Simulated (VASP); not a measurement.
Nb2SnSe, 4 atoms in the cell. The structure is tetragonal, space group P4/mmm (No. 123). The conventional cell has a = 4.783 Å, b = 4.783 Å, c = 4.445 Å, α = 90.00°, β = 90.00°, γ = 90.00°. Nb (site symmetry mmm) is surrounded by 2 Sn at 2.39 Å. Sn (site symmetry 4/mmm) is surrounded by 2 Se at 2.22 Å and 4 Nb at 2.39 Å. Around Se (site symmetry 4/mmm) lie 2 Sn at 2.22 Å. The cell was built by a generator and needn't be a form met in nature.

```yaml
Program: VASP 6.6.1
Task: relaxation of cell and atoms
Functional: PBE
Potentials_or_basis: VASP PAW PBE potentials, release 64 (Nb_sv, Sn_d, Se)
Cutoff: 520 eV
k_mesh: 3 × 3 × 4
Occupations: gaussian, width 0.15 eV
Spin: no spin polarisation
Further_INCAR_settings: PREC = Normal; ALGO = Fast; EDIFF = 0.0001; IBRION = 2; EDIFFG = -0.08; NSW = 24; ISIF = 3
```

Potentials or basis: VASP PAW PBE potentials, release 64 (Nb_sv, Sn_d, Se).

The run is started by

```sh
$ cat potpaw_PBE.64/Nb_sv/POTCAR potpaw_PBE.64/Sn_d/POTCAR potpaw_PBE.64/Se/POTCAR > POTCAR
$ mpirun -np 1 vasp_std > vasp.out
```

Hardware: 1 thread of Intel(R) Xeon(R) 6975P-C (Granite Rapids) (shared host).

**Question.** Estimate the wall time of this run.

**Answer.** It took 2.3 min on 1 thread of Intel(R) Xeon(R) 6975P-C (Granite Rapids), on a shared host, peak memory 0.18 GiB. Counts: scf iterations 233, k points 9, ion steps 9.
